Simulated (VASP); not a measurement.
# LiGeN (P4mm) in VASP: relaxation of cell and atoms with PBE

Aim: the relaxation of cell and atoms of LiGeN with PBE.

Everything below comes from runs of VASP 6.6.1. Logs are shortened: lines on timing, memory, paths and dates and some standing lists are left out, and cuts for length are marked.

## 1. The structure

Symmetry: P4mm, No. 99, tetragonal system. The conventional cell has a = 2.909 Å, b = 2.909 Å, c = 5.572 Å, α = 90.00°, β = 90.00°, γ = 90.00°. Li (site symmetry 4mm) is surrounded by 1 N at 1.51 Å and 1 Ge at 1.70 Å. Ge (site symmetry 4mm) is surrounded by 1 Li at 1.70 Å. N (site symmetry 4mm) has 1 Li at 1.51 Å as nearest neighbours.

The cell was built by a generator and needn't be a form met in nature.

## 2. Relaxation of cell and atoms, PBE

The input, INCAR:

```
ALGO = Fast
EDIFF = 1E-4
EDIFFG = -0.08
ENCUT = 520
GGA = PE
IBRION = 2
ISIF = 3
ISMEAR = 0
LASPH = True
LCHARG = False
LREAL = False
LWAVE = False
NELM = 60
NSW = 24
PREC = Normal
SIGMA = 0.15
```

The input, KPOINTS:

```
k-points
0
Gamma
  5 5 3
```

The input, POSCAR:

```
LiGeN
1.0
    2.9087466200      0.0000000000      0.0000000000
    0.0000000000      2.9087466200      0.0000000000
    0.0000000000      0.0000000000      5.5719329400
Li Ge N
1 1 1
Direct
    0.0000000000      0.0000000000      0.8722048500
    0.0000000000      0.0000000000      0.1780726100
    0.0000000000      0.0000000000      0.6009987000
```

Potentials or basis: VASP PAW PBE potentials, release 64 (Li_sv, Ge_d, N).

Started as:

```console
$ cat potpaw_PBE.64/Li_sv/POTCAR potpaw_PBE.64/Ge_d/POTCAR potpaw_PBE.64/N/POTCAR > POTCAR
$ mpirun -np 1 vasp_std > vasp.out
```

OUTCAR:

```text
EDIFF = 1E-4
   EDIFFG = -0.08
   ENCUT = 520
   GGA = PE
   IBRION = 2
   ISIF = 3
   ISMEAR = 0
   LASPH = True
   LREAL = False
   NELM = 60
   NSW = 24
   PREC = Normal

 ion  position               nearest neighbor table
   1  0.000  0.000  0.872-   3 1.51   2 1.70
   2  0.000  0.000  0.178-   1 1.70
   3  0.000  0.000  0.601-   1 1.51

  LATTYP: Found a simple tetragonal cell.
 ALAT       =     2.9087466200
 C/A-ratio  =     1.9155786557

  Lattice vectors:

 A1 = (   2.9087466200,   0.0000000000,   0.0000000000)
 A2 = (   0.0000000000,   2.9087466200,   0.0000000000)
 A3 = (   0.0000000000,   0.0000000000,   5.5719329400)

Analysis of symmetry for initial positions (statically):
=====================================================================
 Subroutine PRICEL returns:
 Original cell was already a primitive cell.

 Routine SETGRP: Setting up the symmetry group for a
 simple tetragonal supercell.

 Subroutine GETGRP returns: Found  8 space group operations
 (whereof  8 operations were pure point group operations)
 out of a pool of 16 trial point group operations.

The static configuration has the point symmetry C_4v.

Analysis of symmetry for dynamics (positions and initial velocities):
=====================================================================
 Subroutine PRICEL returns:
 Original cell was already a primitive cell.

 Routine SETGRP: Setting up the symmetry group for a
 simple tetragonal supercell.

 Subroutine GETGRP returns: Found  8 space group operations
 (whereof  8 operations were pure point group operations)
 out of a pool of 16 trial point group operations.

The dynamic configuration has the point symmetry C_4v.

 Subroutine INISYM returns: Found  8 space group operations
 (whereof  8 operations are pure point group operations),
 and found     1 'primitive' translations

----------------------------------------------------------------------------------------

                                     Primitive cell

  volume of cell :      47.1430

  direct lattice vectors                    reciprocal lattice vectors
     2.908746620  0.000000000  0.000000000     0.343790687  0.000000000  0.000000000
     0.000000000  2.908746620  0.000000000     0.000000000  0.343790687  0.000000000
     0.000000000  0.000000000  5.571932940     0.000000000  0.000000000  0.179470932

  length of vectors
     2.908746620  2.908746620  5.571932940     0.343790687  0.343790687  0.179470932

  position of ions in fractional coordinates (direct lattice)
     0.000000000  0.000000000  0.872204850
     0.000000000  0.000000000  0.178072610
     0.000000000  0.000000000  0.600998700

  ion indices of the primitive-cell ions
   primitive index   ion index
                 1           1
                 2           2
                 3           3

----------------------------------------------------------------------------------------

 KPOINTS: k-points

Automatic generation of k-mesh.
 Grid dimensions read from file:
 generate k-points for:    5    5    3

 Generating k-lattice:

  Cartesian coordinates                     Fractional coordinates (reciprocal lattice)
     0.068758137  0.000000000  0.000000000     0.200000000  0.000000000  0.000000000
     0.000000000  0.068758137  0.000000000     0.000000000  0.200000000  0.000000000
     0.000000000  0.000000000  0.059823644     0.000000000  0.000000000  0.333333333

  Length of vectors
     0.068758137  0.068758137  0.059823644

  Shift w.r.t. Gamma in fractional coordinates (k-lattice)
     0.000000000  0.000000000  0.000000000

 Subroutine IBZKPT returns following result:
 ===========================================

 Found     12 irreducible k-points:

 Following reciprocal coordinates:
            Coordinates               Weight
  0.000000  0.000000  0.000000      1.000000
  0.200000  0.000000  0.000000      4.000000
  0.400000  0.000000  0.000000      4.000000
  0.200000  0.200000  0.000000      4.000000
  0.400000  0.200000  0.000000      8.000000
  0.400000  0.400000  0.000000      4.000000
  0.000000  0.000000  0.333333      2.000000
  0.200000  0.000000  0.333333      8.000000
  0.400000  0.000000  0.333333      8.000000
  0.200000  0.200000  0.333333      8.000000
  0.400000  0.200000  0.333333     16.000000
  0.400000  0.400000  0.333333      8.000000
   k-points           NKPTS =     12   k-points in BZ     NKDIM =     12   number of bands    NBANDS=     15
   number of dos      NEDOS =    301   number of ions     NIONS =      3
   total plane-waves  NPLWV =   8192
   dimension x,y,z NGX =    16 NGY =   16 NGZ =   32
   dimension x,y,z NGXF=    32 NGYF=   32 NGZF=   64
   ions per type =               1   1   1
   NGX,Y,Z   is equivalent  to a cutoff of   9.14,  9.14,  9.55 a.u.
   NGXF,Y,Z  is equivalent  to a cutoff of  18.29, 18.29, 19.10 a.u.
 SYSTEM =  unknown system
   PREC   = normal    normal or accurate (medium, high low for compatibility)
   ISTART =      0    job   : 0-new  1-cont  2-samecut
   ICHARG =      2    charge: 1-file 2-atom 10-const
   ISPIN  =      1    spin polarized calculation?
   LNONCOLLINEAR =      F non collinear calculations
   LSORBIT =      F    spin-orbit coupling
   LASPH  =      T    aspherical Exc in radial PAW
   ENCUT  =  520.0 eV  38.22 Ry    6.18 a.u.   5.41  5.41 10.36*2*pi/ulx,y,z
   NELM   =     60;   NELMIN=  2; NELMDL= -5     # of ELM steps
   EDIFF  = 0.1E-03   stopping-criterion for ELM
   LREAL  =      F    real-space projection
   EDIFFG = -.8E-01   stopping-criterion for IOM
   NSW    =     24    number of steps for IOM
   IBRION =      2    ionic relax: 0-MD 1-quasi-New 2-CG
   NFREE  =      1    steps in history (QN), initial steepest desc. (CG)
   ISIF   =      3    stress and relaxation
   ISYM   =      2    0-nonsym 1-usesym 2-fastsym
   POTIM  = 0.5000    time-step for ionic-motion
   TEBEG  =    0.0;   TEEND  =   0.0 temperature during run
   PSTRESS=    0.0 pullay stress
   NELECT =      22.0000    total number of electrons
   NUPDOWN=      -1.0000    fix difference up-down
   EMIN   =  10.00;   EMAX   =-10.00  energy-range for DOS
   EFERMI =   0.00;   METHOD = LEGACY
   ISMEAR =     0;   SIGMA  =   0.15  broadening in eV -4-tet -1-fermi 0-gaus
   EFERMI_NEDOS =   21; number of points for ismear=-14 and -15
   IALGO  =     68    algorithm
   IMIX   =      4    mixing-type and parameters
     AMIX     =   0.40;   BMIX     =  1.00
     AMIX_MAG =   1.60;   BMIX_MAG =  1.00
  volume/ion in A,a.u.               =      15.71       106.05
  Fermi-wavevector in a.u.,A,eV,Ry     =   1.269823  2.399617 21.938718  1.612450
  Thomas-Fermi vector in A             =   2.402843
   LORBIT       =      0    0 simple, 1 ext, 2 COOP (PROOUT), +10 PAW based schemes
   GGA     = PE    functional components
   LHFCALC =     F    Hartree Fock is set to
   AEXX    =    0.0000 exact exchange contribution
   IVDW    =     0    specifies the selected vdW correction
   LEPSILON=     F    determine dielectric tensor
   LRPA    =     F    only Hartree local field effects (RPA)
 conjugate gradient relaxation of ions
 non-spin polarized calculation
 RMM-DIIS sequential band-by-band and
 Gauss-broadening in eV      SIGMA  =   0.15
  energy-cutoff  :      520.00
  volume of cell :       47.14
 maximum number of plane-waves:      1297
   NGX = 11   NGY = 11   NGZ = 21

--------------------------------------- Ionic step        1  -------------------------------------------

 number of electron      21.9999916 magnetization

 Free energy of the ion-electron system (eV)
  ---------------------------------------------------
  ext. energy  EPLUGINS =         0.00000000
  ---------------------------------------------------
  free energy    TOTEN  =        -8.23889436 eV

  energy without entropy =       -8.20735523  energy(sigma->0) =       -8.22312479

------------------------ aborting loop because EDIFF is reached ----------------------------------------

  FORCE on cell =-STRESS in cart. coord.  units (eV):
  Direction    XX          YY          ZZ          XY          YZ          ZX
  --------------------------------------------------------------------------------------
  -------------------------------------------------------------------------------------
  Total       -2.4493456     -2.4493456     14.5473630      0.0000000      0.0000000      0.0000000
  in kB      -83.2420927    -83.2420927    494.3985566      0.0000000      0.0000000      0.0000000
  external PRESSURE =     109.3047904 kB  Pullay stress =       0.0000000 kB
[... 92 lines left out ...]
  FREE ENERGIE OF THE ION-ELECTRON SYSTEM (eV)
  ---------------------------------------------------
  free  energy   TOTEN  =       -12.1858897269 eV

  energy  without entropy=      -12.1607420159  energy(sigma->0) =      -12.17331587

 E-fermi :   3.0557     XC(G=0):  -9.2095

 val. band max:        2.9821420706   @ k =   0.4000   0.2000   0.3333
 cond. band min:       3.1760189135   @ k =   0.4000   0.0000   0.0000
 fundamental gap:      0.1938768429
 Fermi energy:         3.0557407516

 k-point     1 :       0.0000    0.0000    0.0000
  band No.  band energies     occupation
      1     -42.9389      2.00000
      2     -21.5077      2.00000
      3     -21.2562      2.00000
      4     -21.0799      2.00000
      5     -20.9904      2.00000
      6     -20.9904      2.00000
      7     -12.7984      2.00000
      8      -5.7035      2.00000
      9      -1.1801      2.00000
     10       2.7591      1.99484
     11       2.7591      1.99484
     12       5.5412      0.00000
     13       8.3415      0.00000
     14      14.3787      0.00000
     15      14.4170      0.00000
[... 181 lines left out ...]
 k-point    12 :       0.4000    0.4000    0.3333
  band No.  band energies     occupation
      1     -42.9123      2.00000
      2     -21.4459      2.00000
      3     -21.1758      2.00000
      4     -21.0486      2.00000
      5     -21.0382      2.00000
      6     -21.0374      2.00000
      7     -10.9086      2.00000
      8      -1.9247      2.00000
      9      -0.5551      2.00000
     10      -0.4864      2.00000
     11       1.8636      2.00000
     12       4.9099      0.00000
     13      10.4952      0.00000
     14      13.7925      0.00000
     15      28.9859      0.00000

[... ionic steps 4 to 12 ...]

--------------------------------------- Ionic step       13  -------------------------------------------

 number of electron      21.9999885 magnetization

------------------------ aborting loop because EDIFF is reached ----------------------------------------

  FORCE on cell =-STRESS in cart. coord.  units (eV):
  Direction    XX          YY          ZZ          XY          YZ          ZX
  --------------------------------------------------------------------------------------
  -------------------------------------------------------------------------------------
  Total        0.1561517      0.1561517      0.5477391      0.0000000      0.0000000      0.0000000
  in kB        4.9251906      4.9251906     17.2762762      0.0000000      0.0000000      0.0000000
  external PRESSURE =       9.0422191 kB  Pullay stress =       0.0000000 kB
[... 59 lines left out ...]
  energy  without entropy=      -12.5648261308  energy(sigma->0) =      -12.56893730

--------------------------------------- Ionic step       15  -------------------------------------------

 number of electron      21.9999872 magnetization

 Free energy of the ion-electron system (eV)
  ---------------------------------------------------
  ext. energy  EPLUGINS =         0.00000000
  ---------------------------------------------------
  free energy    TOTEN  =       -12.57522406 eV

  energy without entropy =      -12.56672608  energy(sigma->0) =      -12.57097507

 E-fermi :   2.2855     XC(G=0):  -8.9017

 val. band max:        1.9480778128   @ k =   0.4000   0.2000   0.3333
 cond. band min:       2.3684179133   @ k =   0.4000   0.2000   0.0000
 fundamental gap:      0.4203401005
 Fermi energy:         2.2854939503

 k-point     1 :       0.0000    0.0000    0.0000
  band No.  band energies     occupation
      1     -43.6315      2.00000
      2     -22.0578      2.00000
      3     -21.9700      2.00000
      4     -21.9332      2.00000
      5     -21.8056      2.00000
      6     -21.8056      2.00000
      7     -12.2420      2.00000
      8      -6.5982      2.00000
      9      -1.6563      2.00000
     10       2.4605      0.09898
     11       2.4605      0.09898
     12       4.5363      0.00000
     13       7.1768      0.00000
     14       9.2897      0.00000
     15       9.2897      0.00000
[... 226 lines left out ...]
  FREE ENERGIE OF THE ION-ELECTRON SYSTEM (eV)
  ---------------------------------------------------
  free  energy   TOTEN  =       -12.5752240561 eV

  energy  without entropy=      -12.5667260768  energy(sigma->0) =      -12.57097507

 reached required accuracy - stopping structural energy minimisation
```

Wall time 57 s (1 thread of AMD EPYC 9R45 (Zen 5), shared host); peak memory 0.1 GiB.

The run converged, but some of its settings lie outside the range that counts as converged, so its numbers aren't taken as properties of the crystal.

Results:

```
Free energy                            : -12.5752 eV
Relaxed volume                         : 17.08 Å³/atom
Relaxed cell                           : a = 2.922 Å, b = 2.922 Å, c = 5.999 Å, α = 90.00°, β = 90.00°, γ = 90.00°
Space group after relaxing (to 0.05 Å) : P4mm (No. 99)
Energy gained by relaxing              : 1445.4 meV/atom
Ionic steps                            : 15
Largest force after relaxing           : 0.076 eV/Å
Band gap on the k mesh                 : none (metal or under the smearing width)
```

Caveat: the k mesh is coarse (spacing up to 0.43 Å⁻¹), so the values aren't converged; the cutoff is under 1.25 times the usual one of these potentials, so pressure, stress and relaxed cells hold a basis-set (Pulay) error; the relaxation stopped at a loose force limit of 0.08 eV/Å, so its end isn't a converged minimum.
